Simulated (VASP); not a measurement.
Level of theory: PBEsol GGA, VASP's PBE PAW potentials (set 64) (plane waves; VASP 6.6.1).

A VASP calculation is set up with these files.

**KPOINTS**
```
Automatic mesh
0
G
 13 13 13
```

**INCAR**
```
! general
SYSTEM  = WSi2
PREC    = Accurate
ENCUT   = 500
LREAL   = .FALSE.   ! projection in real space or not
LASPH   = .TRUE.

! electronic loop
EDIFF   = 1E-6   ! SCF stop (eV)
NELM    = 100   ! most electronic steps
ALGO    = Normal   ! blocked Davidson
LMAXMIX = 6

! smearing
ISMEAR  = 1   ! Methfessel-Paxton
SIGMA   = 0.1

! functional
GGA     = PS   ! PBEsol

! ions
IBRION  = 2
NSW     = 40
ISIF    = 3
EDIFFG  = -0.02   ! ionic stop
PSTRESS = 50   ! kbar

! output
LWAVE   = .FALSE.
LCHARG  = .FALSE.
```

File POSCAR:
```
WSi2
1
   -1.5897930972     1.5897930972     3.8885629883
    1.5897930972    -1.5897930972     3.8885629883
    1.5897930972     1.5897930972    -3.8885629883
Si W
2 1
Direct
  0.6658305419   0.6658305419   1.0000000000
  0.3341694581   0.3341694581   0.0000000000
  1.0000000000   1.0000000000   0.0000000000
```

POTCAR, in this order: Si W_sv (PBE.64 set). Program: vasp_std.

Problem. What will the output report for the number of irreducible k-points (NKPTS), largest plane-wave count, number of space-group operations, FFT grid (NGX, NGY, NGZ)?

Solution. 
```json
{
 "number of irreducible k-points (NKPTS)": "196",
 "largest_plane_wave_count": "1015",
 "number_of_space_group_operations": "16",
 "FFT grid (NGX, NGY, NGZ)": "36 × 36 × 36"
}
```

The compound is WSi2 in the MoSi2 type structure. This run relaxes it under an external pressure of 5 GPa. Symmetry was kept, so distortions that lower it aren't found.
